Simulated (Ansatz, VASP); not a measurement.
# BN: VASP beside Ansatz

One calculation is typed for both programs; each brings its own data sets. How far apart do they land? The cell is taken from a series of runs on this material, whose earlier steps may have relaxed, scaled, displaced or heated it; both programs get it as it stands.

Method: plane waves, with VASP 6.6.1 beside it; relaxation of cell and atoms at LDA, in Ansatz 0.2.0.

**1. Set-up**

The structure is cubic, space group F-43m (No. 216). The conventional cell has a = 3.580 Å, b = 3.580 Å, c = 3.580 Å, α = 90.00°, β = 90.00°, γ = 90.00°. Nearest to B lie 4 N at 1.55 Å. N has 4 B at 1.55 Å nearest. Farther neighbours and most contacts between anions are not listed.

As a file:

```cif
data_structure
_symmetry_space_group_name_H-M 'F-43m'
_symmetry_Int_Tables_number 216
_cell_length_a 3.5799
_cell_length_b 3.5799
_cell_length_c 3.5799
_cell_angle_alpha 90.000
_cell_angle_beta 90.000
_cell_angle_gamma 90.000
_cell_volume 45.88
loop_
_atom_site_label
_atom_site_type_symbol
_atom_site_symmetry_multiplicity
_atom_site_Wyckoff_symbol
_atom_site_fract_x
_atom_site_fract_y
_atom_site_fract_z
_atom_site_occupancy
B1 B 4 a 0.00000 0.00000 0.00000 1
N1 N 4 c 0.25000 0.25000 0.25000 1
```

**2. VASP: relaxation of cell and atoms, LDA**

The relaxed volume is the usual yardstick between codes: in a stiff, nearly cubic crystal its relative difference is about their pressure difference at one cell divided by the bulk modulus.

Lines of VASP's logs that name or quote its potential files are left out, and so is its time.

The input, INCAR:

```
SYSTEM = BN
PREC = Accurate
ENCUT = 600
EDIFF = 1E-07
NELM = 120
ISMEAR = 0
SIGMA = 0.02
LREAL = .FALSE.
ALGO = Normal
GGA = CA
NBANDS = 10
LORBIT = 11
LWAVE = .FALSE.
LCHARG = .FALSE.
ISIF = 3
IBRION = 2
NSW = 80
EDIFFG = -0.005
LASPH = .TRUE.
GGA_COMPAT = .FALSE.
NELMIN = 4
EFERMI = MIDGAP
```

The input, POSCAR:

```
BN
1.0
    0.0000000000      1.7899410000      1.7899410000
    1.7899410000      0.0000000000      1.7899410000
    1.7899410000      1.7899410000      0.0000000000
B N
1 1
Direct
    0.0000000000      0.0000000000      0.0000000000
    0.7500001397      0.7500001397      0.7500001397
```

The input, KPOINTS:

```
Automatic mesh
0
Gamma
12 12 12
0 0 0
```

PAW data sets: B and N (LDA family, release 64).

Run with:

```bash
$ mpirun -np 1 vasp_std
```

Numbers of over 12 decimals in the logs are rounded to 6 here.

The log of the run:

```text
[banner, memory and clock lines left out]
running    1 mpi-ranks, on    1 nodes
 distrk:  each k-point on    1 cores,    1 groups
 distr:  one band on    1 cores,    1 groups

 POSCAR found type information on POSCAR B N
 POSCAR found :  2 types and       2 ions
 LDA part: xc-table for (Slater(with rela. corr.)+CA(PZ))
 , standard interpolation
 POSCAR, INCAR and KPOINTS ok, starting setup
 FFT: planning ... GRIDC
 FFT: planning ... GRID_SOFT
 FFT: planning ... GRID
 WAVECAR not read
 entering main loop
       N       E                     dE             d eps       ncg     rms          rms(c)
DAV:   1     0.102135261972E+02    0.10214E+02   -0.53084E+03  1488   0.874E+02
DAV:   2    -0.200844891851E+02   -0.30298E+02   -0.29337E+02  1712   0.169E+02
DAV:   3    -0.206007573363E+02   -0.51627E+00   -0.51536E+00  1682   0.191E+01
DAV:   4    -0.206013773456E+02   -0.62001E-03   -0.62000E-03  1580   0.812E-01
DAV:   5    -0.206013779547E+02   -0.60907E-06   -0.60910E-06  1652   0.250E-02    0.665E+00
DAV:   6    -0.195681022373E+02    0.10333E+01   -0.33277E+00  1466   0.113E+01    0.316E+00
DAV:   7    -0.194488542094E+02    0.11925E+00   -0.10005E-01  1586   0.274E+00    0.179E+00
DAV:   8    -0.194164034601E+02    0.32451E-01   -0.50240E-02  1622   0.161E+00    0.188E-01
DAV:   9    -0.194162529772E+02    0.15048E-03   -0.86249E-04  1554   0.280E-01    0.816E-02
DAV:  10    -0.194162373013E+02    0.15676E-04   -0.44040E-05  1624   0.672E-02    0.138E-02
DAV:  11    -0.194162377772E+02   -0.47597E-06   -0.17406E-06  1618   0.962E-03    0.611E-03
DAV:  12    -0.194162377087E+02    0.68532E-07   -0.49320E-07  1550   0.442E-03
   1 F= -.19416238E+02 E0= -.19416238E+02  d E =-.194162E+02
 curvature:   0.00 expect dE= 0.000E+00 dE for cont linesearch  0.000E+00
 trial: gam= 0.00000 g(F)=  0.550E-40 g(S)=  0.341E-03 ort = 0.000E+00 (trialstep = 0.100E+01)
 search vector abs. value=  0.341E-03
 bond charge predicted
       N       E                     dE             d eps       ncg     rms          rms(c)
DAV:   1    -0.194166433974E+02   -0.40562E-03   -0.12426E-02  1536   0.103E+00    0.146E-01
DAV:   2    -0.194162509255E+02    0.39247E-03   -0.16434E-03  1556   0.265E-01    0.386E-02
DAV:   3    -0.194162301471E+02    0.20778E-04   -0.40145E-05  1556   0.591E-02    0.156E-02
DAV:   4    -0.194162230010E+02    0.71461E-05   -0.73497E-06  1598   0.200E-02    0.475E-03
DAV:   5    -0.194162228551E+02    0.14591E-06   -0.27995E-07  1444   0.401E-03    0.281E-03
DAV:   6    -0.194162228417E+02    0.13336E-07   -0.13929E-08   762   0.109E-03
   2 F= -.19416223E+02 E0= -.19416223E+02  d E =0.148670E-04
 trial-energy change:    0.000015  1 .order    0.000015   -0.000341    0.000370
 step:   0.4795(harm=  0.4795)  dis= 0.00000  next Energy=   -19.416319 (dE=-0.817E-04)
 bond charge predicted
       N       E                     dE             d eps       ncg     rms          rms(c)
DAV:   1    -0.194164331055E+02   -0.21025E-03   -0.33709E-03  1534   0.536E-01    0.760E-02
DAV:   2    -0.194163267389E+02    0.10637E-03   -0.44346E-04  1552   0.138E-01    0.202E-02
DAV:   3    -0.194163210847E+02    0.56542E-05   -0.10974E-05  1548   0.309E-02    0.814E-03
DAV:   4    -0.194163191602E+02    0.19245E-05   -0.19856E-06  1592   0.104E-02    0.248E-03
DAV:   5    -0.194163191222E+02    0.38045E-07   -0.74131E-08   798   0.209E-03
   3 F= -.19416319E+02 E0= -.19416319E+02  d E =-.814135E-04
 curvature:  -0.24 expect dE=-0.523E-10 dE for cont linesearch -0.523E-10
 trial: gam=-0.00080 g(F)=  0.102E-40 g(S)=  0.218E-09 ort = 0.273E-06 (trialstep = 0.896E+00)
 search vector abs. value=  0.100E-09
 reached required accuracy - stopping structural energy minimisation
```

Parts of OUTCAR (step 2):

```text
ion  position               nearest neighbor table
   1  0.000  0.000  0.000-   2 1.55   2 1.55   2 1.55   2 1.55
   2  0.750  0.750  0.750-   1 1.55   1 1.55   1 1.55   1 1.55

  LATTYP: Found a face centered cubic cell.
 ALAT       =     3.5798820000

 Subroutine GETGRP returns: Found 24 space group operations
 (whereof 24 operations were pure point group operations)

The static configuration has the point symmetry T_d .

 Found     72 irreducible k-points:

   k-points           NKPTS =     72   k-points in BZ     NKDIM =     72   number of bands    NBANDS=     10

   dimension x,y,z NGX =    20 NGY =   20 NGZ =   20
   dimension x,y,z NGXF=    40 NGYF=   40 NGZF=   40

   ENCUT  =  600.0 eV  44.10 Ry    6.64 a.u.   5.06  5.06  5.06*2*pi/ulx,y,z

   NELECT =       8.0000    total number of electrons

 k-points in reciprocal lattice and weights: Automatic mesh
   0.00000000  0.00000000  0.00000000       0.001
   0.08333333  0.00000000  0.00000000       0.005
   0.16666667  0.00000000  0.00000000       0.005
   0.25000000  0.00000000  0.00000000       0.005
   0.33333333  0.00000000  0.00000000       0.005
   0.41666667  0.00000000  0.00000000       0.005
   0.50000000  0.00000000  0.00000000       0.002
   0.08333333  0.08333333  0.00000000       0.003
   0.16666667  0.08333333  0.00000000       0.014
[...]
-0.33333333  0.50000000  0.16666667       0.007
  -0.25000000  0.50000000  0.25000000       0.003

 average (electrostatic) potential at core
       1 -29.1977       2 -59.7945

 E-fermi :   9.9162

 k-point     1 :       0.0000    0.0000    0.0000
  band No.  band energies     occupation
      1     -12.6485      2.00000
      2       7.7286      2.00000
      3       7.7286      2.00000
      4       7.7286      2.00000
      5      16.5388      0.00000
      6      16.5388      0.00000
      7      16.5388      0.00000
      8      18.6091      0.00000
      9      32.7298      0.00000
    ...

 k-point     2 :       0.0833    0.0000    0.0000
  band No.  band energies     occupation
      1     -12.4753      2.00000
      2       6.8067      2.00000
      3       7.5410      2.00000
      4       7.5410      2.00000
      5      16.8060      0.00000
      6      16.8217      0.00000
      7      16.8217      0.00000
      8      19.1224      0.00000
      9      32.4099      0.00000
    ...

 k-point     3 :       0.1667    0.0000    0.0000
  band No.  band energies     occupation
      1     -11.9615      2.00000
      2       4.6781      2.00000
      3       7.0859      2.00000
      4       7.0859      2.00000
      5      17.2367      0.00000
      6      17.4754      0.00000
      7      17.4754      0.00000
      8      20.3459      0.00000
      9      31.7250      0.00000
    ...

  Total        0.0000549      0.0000549      0.0000549      0.0000000      0.0000000     -0.0000000
  in kB        0.0076510      0.0076510      0.0076510      0.0000000      0.0000000     -0.0000000
  external PRESSURE =       0.0076510 kB  Pullay stress =       0.0000000 kB

  energy-cutoff  :      600.00
  volume of cell :       11.50
      direct lattice vectors                 reciprocal lattice vectors
     0.000000000  1.791361883  1.791361883    -0.279117249  0.279117249  0.279117249
     1.791361883  0.000000000  1.791361883     0.279117249 -0.279117249  0.279117249
     1.791361883  1.791361883  0.000000000     0.279117249  0.279117249 -0.279117249

 POSITION                                       TOTAL-FORCE (eV/Angst)
 -----------------------------------------------------------------------------------
      0.00000      0.00000      0.00000         0.000000     -0.000000      0.000000
      2.68704      2.68704      2.68704        -0.000000      0.000000     -0.000000
 -----------------------------------------------------------------------------------
    total drift:                               -0.000320     -0.000320     -0.000320

  FREE ENERGIE OF THE ION-ELECTRON SYSTEM (eV)
  ---------------------------------------------------
  free  energy   TOTEN  =       -19.4163191222 eV

  energy  without entropy=      -19.4163191222  energy(sigma->0) =      -19.41631912

 reached required accuracy - stopping structural energy minimisation

 total charge
# of ion       s       p       d       tot
------------------------------------------
    1        0.682   1.411   0.000   2.093
    2        1.200   2.759   0.000   3.958
--------------------------------------------------
tot          1.882   4.169   0.000   6.051

[... 3 further parts left out ...]
```

The gap is read on the k-mesh alone, so it is an upper bound where the band edges lie off the mesh. The run keeps the 24 symmetry operations of its start, so it cannot find a distortion of lower symmetry.

**3. Ansatz: relaxation of cell and atoms, LDA**

Ansatz runs on its PAW soft_1 files.

The same cell, functional (in two slightly different forms), mesh and smearing now go to Ansatz, which takes its cutoff from its data sets.

The input, input.yaml:

```yaml
crystal:
  lattice:
    - [0.0, 1.78994121, 1.78994121]
    - [1.78994121, 0.0, 1.78994121]
    - [1.78994121, 1.78994121, 0.0]
  atoms:
    - { symbol: B, position: [0.0, 0.0, 0.0] }
    - { symbol: "N", position: [0.75, 0.75, 0.75] }
kpoints:
  mp_grid: { grid: [12, 12, 12] }
hamiltonian:
  xc: lda
  pseudopotentials: { kind: paw, azcp: { folder: soft_1 }, xc_functional: pbe }
scf:
  occupations: { method: gaussian, width: 0.02 }
  lower_state_search: "off"
output:
  forces: true
  stress: true
  eigenvalues: true
relax:
  adjacent_minimum: "off"
  f_tol: 0.005
  max_steps: 80
  cell: { stress_tol: 0.05 }
```

Run with:

```bash
$ ansatz run input.yaml --threads 18 --pin off --max-ram 92160MiB --backend cuda --events-out ev --progress --plain --runs-dir out --max-vram 78GiB
```

The log of the run:

```text
Engine: ansatz 0.2.0, aarch64-unknown-linux-gnu
Pseudopotentials: kind: paw
Pseudopotential: B, paw, valence charge 3, recommended cutoff 420 eV (normal), soft_1/B.paw.azcp
Pseudopotential: N, paw, valence charge 5, recommended cutoff 420 eV (normal), soft_1/N.paw.azcp
Functional definition: SPW92
  exchange = slater_x
  correlation = pw_c
device memory: the entry about to start is reckoned to put 1.2 GiB on a device that reports 140.7 GiB free (of which the cap on the GPU budget leaves the run 78.0 GiB)
GPU FFT provider: cuFFT
GPU libraries: cuBLAS 13.8.1, cuFFT 12.4.0, cuSOLVER 12.3.2
GPU matrix products: emulated (plane waves: as basis.precision tells), large ones in fixed point in workspaces of 1.00 GiB
Crystal: 2 atoms, lattice volume = 11.470 Å³
Basis set: ecut = 420 eV, 229 PW (Γ)
Bands: 8, of which v1, the nominal top of the filled ones, is band 4 counted from 1 (3 counted from 0)
Symmetry: 24 space group operations
Space group: F-43m (ITA 216), of the structure as read, at distance tolerance 2.3e-5 Å
k-points: 72 of 1728 (time reversal used)
Non-local potential: B, projectors of the file, l = 0: 2, l = 1: 2, l = 2: 1
Non-local potential: N, projectors of the file, l = 0: 2, l = 1: 2, l = 2: 1
PAW form: soft (Blöchl's): semilocal exchange-correlation on the pseudo side does not see the compensation charge
PAW frozen core: B, regenerated for the run's functional, and the local potential with it (the file was generated under x = pbe(κ = 0.804, μ = 0.219515), c = pbe(β = 0.066725))
PAW frozen core: N, regenerated for the run's functional, and the local potential with it (the file was generated under x = pbe(κ = 0.804, μ = 0.219515), c = pbe(β = 0.066725))
PAW one-centre angular grid: B, 110 points (default); XC on 64 Gauss nodes
PAW one-centre angular grid: N, 110 points (default); XC on 64 Gauss nodes
Initial density: superposition of atomic densities (chi_scale 0.1, normalization cell, long waves kept (reshape's long-wave potential 0.00 eV rms))
Initial wavefunctions: pseudopotential atomic-orbital guess
GPU buffer pool allocated for 5832 grid points (all kernels)
GPU transforms: local potential and band sums: pruned to the plane-wave sphere, on 18×18×18
Functional: x = slater, c = lda
SCF iter   1: F=—  HF=-527.250037 eV  |F-HF|=—  |Δ(HF+E_count)|=         —  Δρ=1.50e-1  dr2=2.05e0  ethr=3.10e-3  ⟨swp⟩=4.4  Hψ=3785  notcnv=0
preconditioner: auto → none  [insulator: Δε(μ)=5.874 eV  Ē_g=20.656 eV  σ=0.020 eV  W_gap=1.00  n_scr=0 (ndim 8)  ℏωp=31.0 eV  f_vac=0.000  D(μ)=0.00/eV (n_scr^D=0)  ε∞_Penn≈3.3]
SCF iter   2: F=—  HF=-526.555227 eV  |F-HF|=—  |Δ(HF+E_count)|=   6.95e-1  Δρ=6.47e-2  dr2=2.67e-1  ethr=3.10e-3  ⟨swp⟩=2.1  Hψ=1705  notcnv=0
SCF iter   3: F=—  HF=-526.480893 eV  |F-HF|=—  |Δ(HF+E_count)|=   7.43e-2  Δρ=2.18e-2  dr2=3.34e-2  ethr=3.10e-3  ⟨swp⟩=3.0  Hψ=1130  notcnv=0
SCF iter   4: F=—  HF=-526.471143 eV  |F-HF|=—  |Δ(HF+E_count)|=   9.75e-3  Δρ=2.91e-3  dr2=3.27e-4  ethr=4.18e-4  ⟨swp⟩=2.9  Hψ=1146  notcnv=0
SCF iter   5: F=—  HF=-526.471142 eV  |F-HF|=—  |Δ(HF+E_count)|=   1.79e-6  Δρ=1.66e-4  dr2=1.36e-6  ethr=4.08e-6  ⟨swp⟩=2.9  Hψ=926  notcnv=0
SCF iter   6: F=—  HF=-526.471162 eV  |F-HF|=—  |Δ(HF+E_count)|=   1.99e-5  Δρ=1.47e-5  dr2=5.37e-9  ethr=1.25e-9  ⟨swp⟩=5.2  Hψ=2919  notcnv=0
SCF iter   7: F=-526.471162 eV  HF=-526.471162 eV  |F-HF|=1.41e-11  |Δ(HF+E_count)|=  5.17e-11  Δρ=7.99e-7  dr2=3.57e-11  ethr=6.72e-11  ⟨swp⟩=2.0  Hψ=1728  notcnv=0
SCF 1 converged in 7 iterations: F = -526.471162 eV  dr2 = 3.57e-11
  greatest PAW one-centre occupation: 0.784 electrons in one spin orbital (limit 2), on the N atom at site 1 (counted from 0), in its partial waves of l = 0
relax step   1: F+E_penalty+E_count = -526.47116153 eV  Δ(F+E_penalty+E_count) = +0.000e0 eV  max|allowed force component| = 3.423e-16 eV/Å  Δτ_max = 0.0000 Å  P = -0.019 GPa  Ω = 11.470 Å³  (7 SCF iters, dr2 threshold 1.00e-7 eV, accepted)
device memory: the entry about to start is reckoned to put 1.2 GiB on a device that reports 140.7 GiB free (of which the cap on the GPU budget leaves the run 78.0 GiB)
GPU FFT provider: cuFFT
GPU libraries: cuBLAS 13.8.1, cuFFT 12.4.0, cuSOLVER 12.3.2
GPU matrix products: emulated (plane waves: as basis.precision tells), large ones in fixed point in workspaces of 1.00 GiB
Initial density: handed on by an earlier stage of this run
Initial wavefunctions: pseudopotential atomic-orbital guess (no wavefunctions were taken with the density)
GPU buffer pool allocated for 5832 grid points (all kernels)
GPU transforms: local potential and band sums: pruned to the plane-wave sphere, on 18×18×18
iter 1 solved again at ethr=2.59e-9 eV; its pass at ethr=3.10e-3 eV (dr2=2.07e-7 eV) is discarded
SCF iter   1: F=—  HF=-526.471162 eV  |F-HF|=—  |Δ(HF+E_count)|=         —  Δρ=8.15e-7  dr2=3.69e-11  ethr=2.59e-9  ⟨swp⟩=3.0  Hψ=5634  notcnv=0
preconditioner: auto → none  [insulator: Δε(μ)=4.389 eV  Ē_g=20.262 eV  σ=0.020 eV  W_gap=1.00  n_scr=0 (ndim 8)  ℏωp=31.0 eV  f_vac=0.000  D(μ)=0.00/eV (n_scr^D=0)  ε∞_Penn≈3.3]
SCF iter   2: F=-526.471162 eV  HF=-526.471162 eV  |F-HF|=1.71e-12  |Δ(HF+E_count)|=  4.87e-11  Δρ=4.03e-7  dr2=6.60e-12  ethr=1.00e-12  ⟨swp⟩=3.8  Hψ=2895  notcnv=0
SCF 2 converged in 2 iterations: F = -526.471162 eV  dr2 = 6.60e-12
relax step   2: F+E_penalty+E_count = -526.47116153 eV  Δ(F+E_penalty+E_count) = -5.116e-12 eV  max|allowed force component| = 3.516e-16 eV/Å  Δτ_max = 0.0000 Å  P = -0.019 GPa  Ω = 11.470 Å³  stress off target by 1.86e-2 GPa  SCF on the basis re-selected at this cell (its energy is not comparable with the rows above)  (2 SCF iters)
basis re-selected at this cell: Δ(F+E_penalty+E_count) = -5.116e-12 eV, ΔP = +0.000 GPa vs the last step (what re-selecting the basis moved, of the pressure what is left beyond the Pulay correction that the steps carried, after the strain that the cell walked since its last selection, with what the two solves' SCF thresholds leave and, on support functions, any second-order correction that the steps lacked; it is no  [...]
SCF converged after 2 iterations
Free energy (F): -526.471162 eV
Harris-Foulkes:  -526.471162 eV  (|F-HF|=1.71e-12)
Internal energy: -526.471162 eV  (E = F + TS)
E sigma→0 (E₀):  -526.471162 eV
Fermi energy:    13.583165 eV
--- Per-component energies (eV) ---
  E_band       = 27.328350
  E_kinetic    = 184.954400
  E_local      = -157.047535  (includes V_loc(G=0)·N_el)
  E_nonlocal   = 44.152842
  E_hartree    = 47.766894
  E_xc         = -92.793667
  E_vxc        = -115.206085  (∫ρ·V_xc dr)
  E_paw        = -191.730599  (= ΣΔE_a)
  E_vpaw       = -25.059979  (= ΣTr[D̂ρ^β])
  E_aug_tail   = 0.000921  (compensation charges beyond the density's cutoff)
  E_ewald      = -361.900296
  E_core_change = 0.125878  (= ΣΔE_core)
  E_smearing   = -0.000000  (= −TS)
  E_closure    = -0.000000  (closes the sum)
  Σ components = -526.471162   (vs F -526.471162, Δ=0.00e0)
--- Forces (eV/Å), atoms counted from 1 ---
  atom   1  B     -0.00000000     0.00000000     0.00000000
  atom   2  N      0.00000000     0.00000000     0.00000000
  max |Σ_I F_I| component: 4.81e-16 eV/Å
--- Stress (GPa, compression-positive) ---
       -0.018629       0.000000       0.000000
        0.000000      -0.018629       0.000000
       -0.000000       0.000000      -0.018629
  P = ⅓ Tr σ = -0.0186 GPa (-0.186 kbar)
--- Band table (eV; the first three rows and the last of 72) ---
  k-point 0: bands = ["-9.0233", "11.3887", "11.3887", "11.3887", "20.2167", "20.2167", "20.2167", "22.2769"]
  k-point 1: bands = ["-8.8495", "10.4649", "11.1995", "11.1995", "20.4830", "20.4995", "20.4995", "22.7932"]
  k-point 2: bands = ["-8.3340", "8.3334", "10.7434", "10.7434", "20.9127", "21.1537", "21.1537", "24.0222"]
  k-point 71: bands = ["-2.8271", "3.7569", "4.1421", "4.6197", "20.9549", "24.9576", "25.8180", "26.5036"]
--- Relaxed structure (1 steps of the walk, 1 accepted, 1 SCFs on fresh bases) ---
  F+E_penalty+E_count = -526.47116153 eV   max|allowed force component| = 3.516e-16 eV/Å   (the final SCF, on the basis selected at the relaxed cell)
  cell:  # Å, volume = 11.4695 Å³
    - [0.0, 1.78994121, 1.78994121]
    - [1.78994121, 0.0, 1.78994121]
    - [1.78994121, 1.78994121, 0.0]
  atoms:
    - { symbol: B, position: [0.0, 0.0, 0.0] }
    - { symbol: N, position: [0.750000, 0.750000, 0.750000] }
```

**4. Differences**

Known differences besides the potentials themselves: the two LDA forms differ slightly; the cutoff is 420 eV in Ansatz and 600 eV in VASP; VASP's log shows a relativistic correction to its local exchange, Ansatz's none; Ansatz adds a Pulay correction to the stress that steers its cell, VASP none. Total energies have different zeros and are not compared.

Both answers:

| quantity | Ansatz | VASP | difference |
| --- | --- | --- | --- |
| volume (Å³) | 11.47 | 11.50 | -0.24 % |
| edge a after relaxation, in the typed setting (Å) | 2.531 | 2.533 | -0.08 % |

**5. Outcome**

```yaml
difference_in_volume_relaxation_of_cell_and_atoms_lda: -0.24 %
```

The difference in volume is -0.24 % (relaxation of cell and atoms, LDA), within the 1.2 % picked in this series as the mark of a large difference, as far as the stopping tolerances let one tell. 1 further run of this series is not shown here. Such differences can come from data sets, numerical settings and the points named under the comparisons, not from the functional's error against experiment.

[Lines on the potential files, build, host, timing and source positions are cut from VASP's logs without a mark.]

[Logs are printed without paths, hosts, clocks, repeated set-up lines and the standing remarks that a program may print on its own settings, such as how far it seeks lower states.]

[Hosts, paths, dates, database ids (printed as entryN), source tags and the programs' standing remarks are cut or masked in the printed files.]
